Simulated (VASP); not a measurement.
# AlN (F-43m) in VASP: G0W0 quasiparticle levels with PBE

Aim: the G0W0 quasiparticle levels of AlN with PBE.

Everything below comes from runs of VASP 6.6.1. Logs are shortened: lines on timing, memory, paths and dates and some standing lists are left out, and cuts for length are marked.

### Step 1. The crystal as given

Symmetry: F-43m, No. 216, cubic system. Conventional cell: a = 4.378 Å, b = 4.378 Å, c = 4.378 Å, α = 90.00°, β = 90.00°, γ = 90.00°. Around Al (site symmetry -43m) lie 4 N at 1.90 Å. Around N (site symmetry -43m) lie 4 Al at 1.90 Å.

Measurements of this composition are mostly on another form, of space group No. 186.

### Step 2. G0W0 quasiparticle levels, PBE

POSCAR

```
AlN
1.0
    0.0000000000      2.1888380000      2.1888380000
    2.1888380000      0.0000000000      2.1888380000
    2.1888380000      2.1888380000      0.0000000000
Al N
1 1
Direct
    0.0000000000      0.0000000000      0.0000000000
    0.7500000000      0.7500000000      0.7500000000
```

INCAR.step1

```
SYSTEM = AlN
  PREC = Accurate
  ENCUT = 420
  EDIFF = 1E-8
  ISMEAR = 0
  SIGMA = 0.01
  LREAL = .False.
  LASPH = .True.
  NELM = 60
  ALGO = Normal
  LWAVE = .True.
  LCHARG = .False.
  GGA = PE
```

INCAR.step2

```
SYSTEM = AlN
  PREC = Accurate
  ENCUT = 420
  EDIFF = 1E-8
  ISMEAR = 0
  SIGMA = 0.01
  LREAL = .False.
  LASPH = .True.
  NELM = 1
  ALGO = Exact
  LWAVE = .True.
  LCHARG = .False.
  GGA = PE
  NBANDS = 144
  LOPTICS = .True.
  ISTART = 1
```

INCAR.step3

```
SYSTEM = AlN
  PREC = Accurate
  ENCUT = 420
  EDIFF = 1E-8
  ISMEAR = 0
  SIGMA = 0.01
  LREAL = .False.
  LASPH = .True.
  ALGO = EVGW0
  LWAVE = .False.
  LCHARG = .False.
  GGA = PE
  NELMGW = 1
  NBANDS = 144
  ENCUTGW = 200
  NOMEGA = 60
  PRECFOCK = Fast
  ISTART = 1
  NBANDSGW = 12
```

KPOINTS

```
regular mesh
0
Gamma
  6 6 6
  0 0 0
```

Potentials or basis: VASP PAW PBE potentials, release 64 (Al_GW, N_GW).

Command:

```console
$ cat potpaw_PBE.64/Al_GW/POTCAR potpaw_PBE.64/N_GW/POTCAR > POTCAR
$ cp INCAR.step1 INCAR
$ mpirun -np 1 vasp_std > vasp.out
$ cp INCAR.step2 INCAR
$ mpirun -np 1 vasp_std > vasp.out
$ cp INCAR.step3 INCAR
$ mpirun -np 1 vasp_std > vasp.out
```

OUTCAR:

```text
SYSTEM = AlN
   PREC = Accurate
   ENCUT = 420
   EDIFF = 1E-8
   ISMEAR = 0
   LREAL = .False.
   LASPH = .True.
   GGA = PE
   NELMGW = 1
   ENCUTGW = 200
   PRECFOCK = Fast
   ISTART = 1

 ion  position               nearest neighbor table
   1  0.000  0.000  0.000-   2 1.90   2 1.90   2 1.90   2 1.90
   2  0.750  0.750  0.750-   1 1.90   1 1.90   1 1.90   1 1.90

  LATTYP: Found a face centered cubic cell.
 ALAT       =     4.3776760000

  Lattice vectors:

 A1 = (   0.0000000000,   2.1888380000,   2.1888380000)
 A2 = (   2.1888380000,   0.0000000000,   2.1888380000)
 A3 = (   2.1888380000,   2.1888380000,   0.0000000000)

Analysis of symmetry for initial positions (statically):
=====================================================================
 Subroutine PRICEL returns:
 Original cell was already a primitive cell.

 Routine SETGRP: Setting up the symmetry group for a
 face centered cubic supercell.

 Subroutine GETGRP returns: Found 24 space group operations
 (whereof 24 operations were pure point group operations)
 out of a pool of 48 trial point group operations.

The static configuration has the point symmetry T_d .

Analysis of symmetry for dynamics (positions and initial velocities):
=====================================================================
 Subroutine PRICEL returns:
 Original cell was already a primitive cell.

 Routine SETGRP: Setting up the symmetry group for a
 face centered cubic supercell.

 Subroutine GETGRP returns: Found 24 space group operations
 (whereof 24 operations were pure point group operations)
 out of a pool of 48 trial point group operations.

The dynamic configuration has the point symmetry T_d .

 Subroutine INISYM returns: Found 24 space group operations
 (whereof 24 operations are pure point group operations),
 and found     1 'primitive' translations

----------------------------------------------------------------------------------------

                                     Primitive cell

  volume of cell :      20.9735

  direct lattice vectors                    reciprocal lattice vectors
     0.000000000  2.188838000  2.188838000    -0.228431707  0.228431707  0.228431707
     2.188838000  0.000000000  2.188838000     0.228431707 -0.228431707  0.228431707
     2.188838000  2.188838000  0.000000000     0.228431707  0.228431707 -0.228431707

  length of vectors
     3.095484385  3.095484385  3.095484385     0.395655322  0.395655322  0.395655322

  position of ions in fractional coordinates (direct lattice)
     0.000000000  0.000000000  0.000000000
     0.750000000  0.750000000  0.750000000

  ion indices of the primitive-cell ions
   primitive index   ion index
                 1           1
                 2           2

----------------------------------------------------------------------------------------

 KPOINTS: regular mesh

Automatic generation of k-mesh.
 Grid dimensions read from file:
 generate k-points for:    6    6    6

 Generating k-lattice:

  Cartesian coordinates                     Fractional coordinates (reciprocal lattice)
    -0.038071951  0.038071951  0.038071951     0.166666667  0.000000000  0.000000000
     0.038071951 -0.038071951  0.038071951     0.000000000  0.166666667  0.000000000
     0.038071951  0.038071951 -0.038071951     0.000000000  0.000000000  0.166666667

  Length of vectors
     0.065942554  0.065942554  0.065942554

  Shift w.r.t. Gamma in fractional coordinates (k-lattice)
     0.000000000  0.000000000  0.000000000

 Subroutine IBZKPT returns following result:
 ===========================================

 Found     16 irreducible k-points:

 Following reciprocal coordinates:
            Coordinates               Weight
  0.000000  0.000000  0.000000      1.000000
  0.166667  0.000000  0.000000      8.000000
  0.333333  0.000000  0.000000      8.000000
  0.500000  0.000000  0.000000      4.000000
  0.166667  0.166667  0.000000      6.000000
  0.333333  0.166667  0.000000     24.000000
[... 8 lines left out ...]
 -0.333333  0.333333  0.166667     24.000000
 -0.333333  0.500000  0.166667     12.000000
   k-points           NKPTS =     16   k-points in BZ     NKDIM =    216   number of bands    NBANDS=    144
   number of dos      NEDOS =    301   number of ions     NIONS =      2
   total plane-waves  NPLWV =  13824
   dimension x,y,z NGX =    24 NGY =   24 NGZ =   24
   dimension x,y,z NGXF=    48 NGYF=   48 NGZF=   48
   ions per type =               1   1
   NGX,Y,Z   is equivalent  to a cutoff of  12.89, 12.89, 12.89 a.u.
   NGXF,Y,Z  is equivalent  to a cutoff of  25.78, 25.78, 25.78 a.u.
 SYSTEM =  AlN
   PREC   = accura    normal or accurate (medium, high low for compatibility)
   ISTART =      1    job   : 0-new  1-cont  2-samecut
   ICHARG =      0    charge: 1-file 2-atom 10-const
   ISPIN  =      1    spin polarized calculation?
   LNONCOLLINEAR =      F non collinear calculations
   LSORBIT =      F    spin-orbit coupling
   LASPH  =      T    aspherical Exc in radial PAW
   ENCUT  =  420.0 eV  30.87 Ry    5.56 a.u.   5.17  5.17  5.17*2*pi/ulx,y,z
   NELM   =     60;   NELMIN=  2; NELMDL=  0     # of ELM steps
   EDIFF  = 0.1E-07   stopping-criterion for ELM
   LREAL  =      F    real-space projection
   EDIFFG = 0.1E-06   stopping-criterion for IOM
   NSW    =      0    number of steps for IOM
   IBRION =     -1    ionic relax: 0-MD 1-quasi-New 2-CG
   NFREE  =      0    steps in history (QN), initial steepest desc. (CG)
   ISIF   =      0    stress and relaxation
   ISYM   =      3    0-nonsym 1-usesym 2-fastsym
   POTIM  = 0.5000    time-step for ionic-motion
   TEBEG  =    0.0;   TEEND  =   0.0 temperature during run
   PSTRESS=    0.0 pullay stress
   NELECT =       8.0000    total number of electrons
   NUPDOWN=      -1.0000    fix difference up-down
   EMIN   =  10.00;   EMAX   =-10.00  energy-range for DOS
   EFERMI =   0.00;   METHOD = LEGACY
   ISMEAR =     0;   SIGMA  =   0.01  broadening in eV -4-tet -1-fermi 0-gaus
   EFERMI_NEDOS =   21; number of points for ismear=-14 and -15
   IALGO  =     38    algorithm
   IMIX   =      4    mixing-type and parameters
     AMIX     =   0.40;   BMIX     =  1.00
     AMIX_MAG =   1.60;   BMIX_MAG =  1.00
  volume/ion in A,a.u.               =      10.49        70.77
  Fermi-wavevector in a.u.,A,eV,Ry     =   1.187266  2.243607 19.178766  1.409600
  Thomas-Fermi vector in A             =   2.323421
   LORBIT       =      0    0 simple, 1 ext, 2 COOP (PROOUT), +10 PAW based schemes
   GGA     = PE    functional components
   LHFCALC =     T    Hartree Fock is set to
   PRECFOCK=fast      Normal, Fast or Accurate (Low or Medium for compatibility)
   ENCUT4O =  -1.0   cutoff for four orbital integrals eV
   NKREDX  =     1    reduce k-point grid by
   NKREDY  =     1    reduce k-point grid by
   NKREDZ  =     1    reduce k-point grid by
   AEXX    =    1.0000 exact exchange contribution
   HFSCREEN=    0.0000 screening length (either q_TF or 0.3 A-1)
   HFSCREENC=   0.0000 screening length for correlation (either q_TF or 0.3 A-1)
   ENCUTFOCK=  -1.0 apply spherical cutoff to Coloumb kernel
   IVDW    =     0    specifies the selected vdW correction
   LEPSILON=     F    determine dielectric tensor
   LRPA    =     F    only Hartree local field effects (RPA)
   LRPAFORCE           =     F    calculate RPA forces
   ENCUTGW             = 200.0    cutoff for response function in eV
   ENCUTGWSOFT         = 160.0    soft cutoff for Coulomb kernel in GW response function in eV
   ENCUTLF             =  -1.0    cutoff for local field effects
   NELMGW              =     1    number of iterations in solving QP/BSE equation
   NELMHF              =     1    number of iterations in the inner HF iteration
   NKREDLFX            =     1    NKREDLFY  =   1   NKREDLFZ  =   1
 non-spin polarized calculation
 Gauss-broadening in eV      SIGMA  =   0.01
  energy-cutoff  :      420.00
  volume of cell :       20.97
 maximum number of plane-waves:       419
 NGX is ok and might be reduce to    24
  NGX = 14; NGY = 14; NGZ = 14
   NGX = 11   NGY = 11   NGZ = 11
 maximum number of plane-waves:       144

 QP shifts <psi_nk| G(iteration)W_0 |psi_nk>: iteration 1
 for sc-GW calculations column KS-energies equals QP-energies in previous step
 and V_xc(KS)=  KS-energies - (<T + V_ion + V_H > + <T+V_H+V_ion>^1  + <V_x>^1)

 k-point   1 :       0.0000    0.0000    0.0000
  band No.  KS-energies  QP-energies   sigma(KS)   V_xc(KS)     V^pw_x(r,r')   Z            occupation Imag(sigma)

      1     -10.0565     -11.6549     -16.9977     -14.7924     -24.7609       0.7248       2.0000       1.2343
      2       4.9022       3.8905     -18.0498     -16.7437     -20.7497       0.7746       2.0000       0.0434
      3       4.9022       3.8905     -18.0498     -16.7437     -20.7497       0.7746       2.0000       0.0434
      4       4.9022       3.8905     -18.0498     -16.7437     -20.7497       0.7746       2.0000       0.0434
      5       9.0218       9.6489     -11.7085     -12.4858      -7.8669       0.8068       0.0000      -0.0629
      6      17.3782      18.2759      -9.1330     -10.2543      -4.0349       0.8006       0.0000      -0.1038
      7      17.3782      18.2759      -9.1330     -10.2543      -4.0349       0.8006       0.0000      -0.1038
      8      17.3782      18.2759      -9.1330     -10.2543      -4.0349       0.8006       0.0000      -0.1038
      9      22.5205      23.4196      -9.2881     -10.4260      -3.6820       0.7901       0.0000      -0.2525
     10      22.5205      23.4196      -9.2881     -10.4260      -3.6820       0.7901       0.0000      -0.2525
     11      23.9050      24.3182      -9.1023      -9.6285      -2.5858       0.7851       0.0000      -0.7554
     12      23.9050      24.3182      -9.1023      -9.6285      -2.5858       0.7851       0.0000      -0.7554

 k-point   2 :       0.1667    0.0000    0.0000
  band No.  KS-energies  QP-energies   sigma(KS)   V_xc(KS)     V^pw_x(r,r')   Z            occupation Imag(sigma)

      1      -9.6622     -11.2368     -17.1715     -15.0007     -24.8706       0.7254       2.0000       1.1744
      2       3.0506       1.9041     -16.6200     -15.1186     -19.5340       0.7636       2.0000       0.0523
      3       4.7706       3.7421     -17.9667     -16.6370     -20.6985       0.7735       2.0000       0.0438
      4       4.7706       3.7421     -17.9667     -16.6370     -20.6985       0.7735       2.0000       0.0438
      5      10.4488      11.1710     -12.3464     -13.2505      -8.3394       0.7989       0.0000      -0.0599
      6      16.4710      17.3618      -9.7831     -10.9047      -4.7010       0.7943       0.0000      -0.1037
      7      17.5459      18.4274      -9.2044     -10.3115      -4.0012       0.7962       0.0000      -0.1235
      8      17.5459      18.4274      -9.2044     -10.3115      -4.0012       0.7962       0.0000      -0.1235
      9      20.7259      21.4721      -8.9493      -9.8926      -3.4487       0.7910       0.0000      -0.2305
     10      20.7259      21.4721      -8.9493      -9.8926      -3.4487       0.7910       0.0000      -0.2305
     11      22.4797      22.8737      -8.4647      -8.9601      -2.3422       0.7954       0.0000      -0.5485
     12      27.4196      28.1636      -9.6172     -10.5436      -2.8780       0.8031       0.0000      -0.9195
[... 196 lines left out ...]
      1      -7.5357      -9.0442     -18.7563     -16.6939     -26.1158       0.7314       2.0000       0.8896
      2       0.2909      -1.0243     -14.9338     -13.1435     -18.5646       0.7346       2.0000       0.1027
      3       1.9769       0.7145     -16.0489     -14.3750     -19.3204       0.7542       2.0000       0.0675
      4       3.2595       2.0826     -16.5722     -15.0347     -19.4896       0.7654       2.0000       0.0507
      5      11.3676      12.0223     -10.5224     -11.3412      -6.2274       0.7995       0.0000      -0.0687
      6      14.9102      15.7490     -10.5215     -11.5776      -5.6267       0.7943       0.0000      -0.0869
      7      16.8787      17.9287     -11.6320     -12.9845      -6.2664       0.7764       0.0000      -0.1208
      8      17.9202      18.8497     -10.5438     -11.7392      -4.9288       0.7776       0.0000      -0.1828
      9      21.6200      22.4503      -9.4445     -10.5272      -3.2815       0.7669       0.0000      -0.3142
     10      23.4093      24.1422      -9.5596     -10.5030      -3.2749       0.7768       0.0000      -0.4379
     11      28.7836      29.6503      -9.6456     -10.7524      -2.8579       0.7831       0.0000      -0.8802
     12      29.8486      30.9605     -10.3025     -11.6986      -3.6847       0.7965       0.0000      -0.8494

 k-point  16 :      -0.3333    0.5000    0.1667
  band No.  KS-energies  QP-energies   sigma(KS)   V_xc(KS)     V^pw_x(r,r')   Z            occupation Imag(sigma)

      1      -7.3587      -8.8599     -18.9000     -16.8513     -26.2368       0.7328       2.0000       0.8676
      2       0.5985      -0.7036     -15.4089     -13.6386     -19.0484       0.7355       2.0000       0.0982
      3       2.1292       0.8648     -16.1125     -14.4395     -19.3437       0.7558       2.0000       0.0644
      4       2.4060       1.1759     -15.6450     -14.0308     -18.6092       0.7621       2.0000       0.0552
      5      10.1280      10.6983     -10.3704     -11.0744      -6.3883       0.8101       0.0000      -0.0636
      6      15.1582      16.0091     -10.1200     -11.1791      -5.3904       0.8034       0.0000      -0.0746
      7      17.8002      18.6042      -9.9768     -11.0066      -4.2791       0.7808       0.0000      -0.2105
      8      17.8305      19.0048     -12.6151     -14.1607      -6.8446       0.7598       0.0000      -0.1552
      9      21.3657      22.2502     -10.5276     -11.7128      -3.9987       0.7464       0.0000      -0.3514
     10      25.0151      25.7711      -9.3669     -10.3409      -2.9589       0.7762       0.0000      -0.5067
     11      29.2992      30.4493     -11.0803     -12.5499      -4.0158       0.7826       0.0000      -0.9547
     12      30.4005      31.6121     -10.8363     -12.3684      -4.1289       0.7908       0.0000      -0.8981
```

Run time: 5.5 min. Hardware: 1 thread of AMD EPYC 9R14 (Zen 4), shared host; peak memory 0.44 GiB.

Results:

```yaml
Band_gap_on_the_k_mesh_mean-field_level: 3.30 eV, indirect (least direct gap 4.12 eV)
Quasiparticle_gap: 4.72 eV
Least_direct_quasiparticle_gap: 5.76 eV
```

Caveat: bands, screening cutoff and mesh are small and nothing is extrapolated, so the quasiparticle values aren't converged. A k mesh can miss the band edges.
